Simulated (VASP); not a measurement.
Consider the following.

```xyz
4
Lattice="2.8857 -3.9310 0.0000 2.8857 3.9310 0.0000 0.0000 0.0000 2.8347" Properties=species:S:1:pos:R:3 pbc="T T T"
Cd     0.0000     0.0000     0.0000
Pt     2.8857     0.0000     0.0000
Pt     1.4429     1.9655     1.4173
Pt     1.4429    -1.9655     1.4173
```

Computed with PBEsol GGA, VASP's PBE PAW potentials (set 64) (plane waves; VASP). Settings: 300 eV cut-off, 5×5×8 Γ-centred mesh, Fermi-Dirac smearing of 0.050 eV, potentials Cd Pt.

### Question
Give the energies of bands 11 to 24 at the high-symmetry points, in eV from the Fermi level.

### Answer

| band | Γ | Y | C0 | Z | A0 | T | S | R |
|---|---|---|---|---|---|---|---|---|
| 11 | -3.38 | -4.11 | -4.08 | -4.09 | -3.32 | -3.61 | -3.84 | -3.81 |
| 12 | -3.35 | -3.92 | -3.93 | -3.97 | -2.78 | -1.97 | -3.37 | -3.48 |
| 13 | -2.64 | -3.27 | -3.23 | -3.76 | -2.42 | -1.65 | -3.21 | -3.29 |
| 14 | -2.54 | -3.00 | -3.21 | -3.72 | -1.70 | -1.40 | -3.04 | -3.27 |
| 15 | -1.46 | -2.55 | -2.18 | -2.84 | -1.64 | -1.32 | -2.94 | -2.48 |
| 16 | -1.29 | -2.12 | -2.16 | -2.39 | -1.02 | -1.21 | -2.83 | -1.82 |
| 17 | -1.09 | -1.98 | -2.01 | -2.32 | -0.74 | -0.55 | -1.91 | -1.82 |
| 18 | -0.97 | -1.84 | -1.96 | -1.65 | -0.63 | 0.13 | -1.55 | -1.55 |
| 19 | -0.79 | -1.68 | -1.94 | -1.53 | -0.15 | 0.22 | -1.20 | 0.28 |
| 20 | -0.74 | -1.49 | -1.18 | 0.45 | 0.21 | 0.31 | -1.19 | 0.29 |
| 21 | 0.18 | -1.43 | -1.10 | 0.90 | 0.83 | 0.46 | -1.11 | 1.02 |
| 22 | 0.18 | -0.72 | -0.65 | 1.69 | 1.17 | 0.46 | 0.30 | 2.15 |
| 23 | 0.41 | -0.51 | -0.58 | 5.55 | 1.35 | 1.11 | 1.44 | 2.27 |
| 24 | 1.73 | 1.39 | 2.26 | 6.38 | 1.72 | 1.28 | 2.56 | 2.69 |

It has no gap at this level: it comes out as a metal or semimetal.

The structure comes from a computed database's CdPt3 entry (Cmmm); how it stands against other phases isn't given here. The cell was not relaxed at this level.
